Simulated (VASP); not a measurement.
Input:

```
CELL_PARAMETERS angstrom
      1.91037    -3.30885     0.00000
      1.91037     3.30885     0.00000
      0.00000     0.00000     6.40931
ATOMIC_POSITIONS crystal
  Sn 0.00000 0.00000 0.00000
  Se 0.33333 0.66667 0.24858
  Se 0.66667 0.33333 0.75142
```

These are revTPSS meta-GGA, VASP's PBE PAW potentials (set 64) (plane waves; VASP 6.6.1) values and carry that method's errors. Run with 520 eV cut-off, 8×8×4 Γ-centred mesh, tetrahedra with Blöchl corrections, potentials Sn_d Se.

The cores are frozen, which limits the accuracy of field gradients. Without a dispersion term in the relaxation, distances and binding between the weakly bound layers, chains or molecules are unreliable, and so is what depends on them.

Task: Give the principal components of the electric field gradient (V/Å²) and the asymmetry η at each nucleus.

Result: 
| atom | Vxx | Vyy | Vzz | η |
|---|---|---|---|---|
| Sn1 | 0.1 | 0.1 | -0.1 | - |
| Se2 | 29.2 | 29.2 | -58.5 | 0.00 |
| Se3 | 29.2 | 29.2 | -58.5 | 0.00 |

The compound is SnSe2 in the 1T layered structure. It was relaxed first.
